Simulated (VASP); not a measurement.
All values below come from vdW-DF-cx, VASP's PBE PAW potentials (set 64) (plane waves; VASP).

The input files of a VASP run:

**INCAR**
```
AGGAC=0.0
ALGO=Normal
EDIFF=1E-7
ENCUT=520
GGA=CX
ISIF=2
ISMEAR=1
LASPH=.True.
LCHARG=.False.
LMAXMIX=4
LREAL=.False.
LUSE_VDW=.True.
LWAVE=.False.
NELM=100
PREC=Accurate
SIGMA=0.1
SYSTEM=CuZn
```

**POSCAR**
```
CuZn
1
    2.8931091054     0.0000000000     0.0000000000
    0.0000000000     2.8931091054     0.0000000000
    0.0000000000     0.0000000000     2.8931091054
Zn Cu
1 1
Direct
  0.5000000000   0.5000000000   0.5000000000
  0.0000000000   0.0000000000   0.0000000000
```

### KPOINTS
```
kpoints
0
G
12 12 12
```

POTCAR, in this order: Zn Cu (PBE.64 set). Program: vasp_std.

### Question
Predict the energy per atom (σ→0), pressure, band gap (on the k-mesh).

### Answer

```json
{
 "energy per atom (σ→0)": "28.4 kJ/mol of atoms",
 "band gap (on the k-mesh)": "none (metal, semimetal or under 0.01 eV)",
 "pressure": "4.64 GPa"
}
```

### OSZICAR
```
...
DAV:   8     0.579088331463E+00   -0.19889E-02   -0.19184E-01  3316   0.601E+00    0.138E+00
DAV:   9     0.589279366915E+00    0.10191E-01   -0.18306E-02  3146   0.362E+00    0.694E-02
DAV:  10     0.589268600409E+00   -0.10767E-04   -0.56353E-04  2961   0.278E-01    0.308E-02
DAV:  11     0.589263262438E+00   -0.53380E-05   -0.13269E-05  3853   0.121E-01    0.906E-03
DAV:  12     0.589263876907E+00    0.61447E-06   -0.29162E-06  3366   0.459E-02    0.204E-03
DAV:  13     0.589264085427E+00    0.20852E-06   -0.27172E-07  2368   0.146E-02    0.943E-04
DAV:  14     0.589264041392E+00   -0.44035E-07   -0.30397E-08  1624   0.488E-03
   1 F= 0.58926404E+00 E0= 0.58926764E+00  d E =-.107899E-04
```

The compound is CuZn in the CsCl type structure. This cell is one point of a volume scan, at 0.97 of the reference volume. The electron count is odd and the run is not spin-polarised, which forces a metal.
